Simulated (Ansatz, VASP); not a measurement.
## Si3As: VASP beside Ansatz

```
Si As
1.0
     4.61708    0.00000    0.00000
    -2.30854    3.99851    0.00000
     0.00000    0.00000    4.89019
Si As
3 1
Direct
  0.00000 0.00000 0.50000
  0.33333 0.66667 0.00000
  0.66667 0.33333 0.00000
  0.00000 0.00000 0.00000
```

Change from the starting cell: species swapped into the Li3N type (P6/mmm, No. 191).

Alike in both runs: functional PBE; k mesh 12 × 12 × 10; occupations gaussian, width 0.1 eV; no spin polarisation.

Ansatz relaxed the structure, and its values are those at the end. VASP's run is a single point on that final structure, the one shown.

|  | VASP | Ansatz |
| --- | --- | --- |
| version | VASP 6.6.1 | Ansatz 0.2.0 |
| potentials or method | VASP PAW PBE potentials, release 64 (Si, As) | scalar-relativistic, plane waves, PAW |
| plane-wave cutoff (eV) | 520 | 420 |
| valence electrons in the cell | 17 | 27 |

```csv
,VASP,Ansatz,Ansatz less VASP
gap on the k mesh at the Fermi level (eV),none,none,-
pressure (GPa),0.1,0.0,-0.12
```

A gap of «none» marks a metal or a gap that the smearing closes. The two sets of potentials don't hold the same shells in valence.
